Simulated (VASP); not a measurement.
Here is the system:

```
CELL_PARAMETERS angstrom
      0.00000     2.39000     2.39000
      2.39000     0.00000     2.39000
      2.39000     2.39000     0.00000
ATOMIC_POSITIONS crystal
  B  0.00000 0.00000 0.00000
  As 0.25000 0.25000 0.25000
```

All values below come from SCAN meta-GGA, VASP's PBE PAW potentials (set 64) (plane waves; VASP). Numerical set-up: 520 eV cut-off, 9×9×9 Γ-centred mesh, Gaussian smearing of 0.050 eV, potentials B As.

Estimate the energy per atom (σ→0).

- energy per atom (σ→0) = -13.933 eV/atom

The compound is BAs in the zinc blende structure. The cell was not relaxed at this level.
